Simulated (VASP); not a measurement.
OSZICAR of a VASP run on InAs (zinc blende):

**OSZICAR**
```
       N       E                     dE             d eps       ncg     rms          rms(c)
DAV:   1     0.117064297364E+03    0.11706E+03   -0.86286E+03   520   0.150E+03
DAV:   2     0.639859184422E+00   -0.11642E+03   -0.11290E+03   525   0.331E+02
DAV:   3    -0.781382836278E+01   -0.84537E+01   -0.83913E+01   690   0.930E+01
DAV:   4    -0.803240800104E+01   -0.21858E+00   -0.21848E+00   600   0.167E+01
DAV:   5    -0.804077921992E+01   -0.83712E-02   -0.83710E-02   769   0.287E+00    0.469E+00
DAV:   6    -0.776279940057E+01    0.27798E+00   -0.51565E-01   786   0.140E+01    0.261E+00
DAV:   7    -0.773648241740E+01    0.26317E-01   -0.14256E-01   735   0.393E+00    0.727E-01
DAV:   8    -0.773656654007E+01   -0.84123E-04   -0.13619E-02   623   0.168E+00    0.226E-01
DAV:   9    -0.773714272627E+01   -0.57619E-03   -0.13077E-03   605   0.419E-01    0.133E-01
DAV:  10    -0.773722295062E+01   -0.80224E-04   -0.15525E-04   809   0.175E-01    0.904E-02
DAV:  11    -0.773724967444E+01   -0.26724E-04   -0.89489E-05   555   0.115E-01    0.657E-02
DAV:  12    -0.773725163283E+01   -0.19584E-05   -0.76653E-06   560   0.256E-02    0.171E-02
DAV:  13    -0.773725178233E+01   -0.14950E-06   -0.13808E-06   518   0.801E-03
   1 F= -.77372518E+01 E0= -.77371393E+01  d E =-.773725E+01
       N       E                     dE             d eps       ncg     rms          rms(c)
DAV:   1    -0.894281995353E+01   -0.12056E+01   -0.33835E+01   660   0.136E+02    0.634E+00
DAV:   2    -0.797034355412E+01    0.97248E+00   -0.19541E+00   625   0.314E+01    0.264E+00
DAV:   3    -0.777329359155E+01    0.19705E+00   -0.70953E-01   680   0.177E+01    0.113E+00
DAV:   4    -0.777232661562E+01    0.96698E-03   -0.27799E-02   545   0.193E+00    0.780E-01
DAV:   5    -0.776911898177E+01    0.32076E-02   -0.21170E-03   573   0.531E-01    0.427E-01
DAV:   6    -0.776849908391E+01    0.61990E-03   -0.11805E-03   676   0.415E-01    0.424E-02
DAV:   7    -0.776849714655E+01    0.19374E-05   -0.10860E-04   620   0.201E-01    0.227E-02
DAV:   8    -0.776849801028E+01   -0.86373E-06   -0.37186E-05   645   0.116E-01    0.455E-03
DAV:   9    -0.776849841750E+01   -0.40722E-06   -0.12084E-06   437   0.146E-02
   2 F= -.77684984E+01 E0= -.77683860E+01  d E =-.312466E-01
       N       E                     dE             d eps       ncg     rms          rms(c)
DAV:   1    -0.788252153793E+01   -0.11402E+00   -0.27010E+00   665   0.335E+01    0.215E+00
DAV:   2    -0.778936920942E+01    0.93152E-01   -0.20949E-01   625   0.116E+01    0.739E-01
DAV:   3    -0.777460224507E+01    0.14767E-01   -0.45712E-02   680   0.470E+00    0.441E-01
DAV:   4    -0.777448986671E+01    0.11238E-03   -0.16713E-03   520   0.417E-01    0.316E-01
DAV:   5    -0.777427085796E+01    0.21901E-03   -0.24667E-04   613   0.165E-01    0.115E-01
DAV:   6    -0.777427575962E+01   -0.49017E-05   -0.96440E-05   782   0.124E-01    0.284E-02
DAV:   7    -0.777426881372E+01    0.69459E-05   -0.12628E-05   652   0.588E-02    0.487E-03
DAV:   8    -0.777426897135E+01   -0.15763E-06   -0.97776E-07   315   0.220E-02
   3 F= -.77742690E+01 E0= -.77741565E+01  d E =-.370172E-01
```

Problem. Which electronic solver shows in the log?

Solution. It is blocked Davidson (ALGO = Normal, or the opening steps of other solvers). The INCAR had ALGO = Normal.

Problem. Can the final energy be trusted as converged?

Solution. Self-consistency was reached. It stopped with EDIFF = 1E-6, NELM = 100, NSW = 60 and EDIFFG = -0.01 after 3 ionic steps (PW91 GGA, plane waves, VASP's PBE PAW potentials (set 64)). Energy and stress use the plane-wave basis of the starting cell.

The compound is InAs in the zinc blende structure. This run relaxes it. Symmetry was kept, so distortions that lower it aren't found.
